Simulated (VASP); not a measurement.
Given:

```yaml
crystal:
  lattice:
    - [0.00000, 2.31476, 2.31476]
    - [2.31476, 0.00000, 2.31476]
    - [2.31476, 2.31476, 0.00000]
  atoms:
    - { symbol: Be, position: [0.00000, 0.00000, 0.00000] }
    - { symbol: Se, position: [0.25000, 0.25000, 0.25000] }
```

The numbers are results of PBEsol GGA, VASP's PBE PAW potentials (set 64) (plane waves; VASP 6.6.1), not measurements. Settings: 500 eV cut-off, 10×10×10 Γ-centred mesh, Gaussian smearing of 0.050 eV, potentials Be Se.

Q: Predict the energy per atom (σ→0), pressure, band gap (on the k-mesh) with the smallest direct gap where there is one.

A: 
```
Item                                          Value
-----------------------------------  --------------
band gap (on the k-mesh)                    1.56 eV
smallest direct gap (on the k-mesh)         4.72 eV
energy per atom (σ→0)                -4.232 eV/atom
pressure                                  44.93 GPa
```

Only differences to runs with the same potentials and settings are physical.

The structure was generated: BeSe was put into the zinc blende type (F-43m), which need not be its known phase. It was relaxed first under an external pressure of 45 GPa.
